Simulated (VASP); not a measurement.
Input:

```
CELL_PARAMETERS angstrom
      2.82628     0.00000     0.00000
      0.00000     2.82628     0.00000
      0.00000     0.00000     3.55229
ATOMIC_POSITIONS crystal
  Cu 0.00000 0.00000 0.00000
  Au 0.50000 0.50000 0.50000
```

Level of theory: PBEsol GGA, VASP's PBE PAW potentials (set 64) (plane waves; VASP). Numerical set-up: 530 eV cut-off, 12×12×9 Γ-centred mesh, first-order Methfessel-Paxton smearing of 0.10 eV, potentials Cu Au.

Finite-difference elastic constants of metals are sensitive to mesh and smearing; shear constants can be off by tens of GPa.

### Question
Give the elastic stiffness tensor with the ions relaxed (GPa, in the frame of the cell).

### Answer

```csv
,xx,yy,zz,yz,xz,xy
xx,217,135,162,0.0,0.0,0.0
yy,135,217,162,0.0,0.0,0.0
zz,162,162,193,0.0,0.0,0.0
yz,0.0,0.0,0.0,53.2,0.0,0.0
xz,0.0,0.0,0.0,0.0,53.2,0.0
xy,0.0,0.0,0.0,0.0,0.0,22.2
```

### Question
Estimate the Hill bulk modulus, Hill shear modulus, Young's modulus, Poisson's ratio.

### Answer

* **Hill bulk modulus**: 172 GPa
* **Hill shear modulus**: 32.9 GPa
* **Young's modulus**: 929 kbar
* **Poisson's ratio**: 0.410

The compound is CuAu in the L1_0 structure. It was relaxed first.
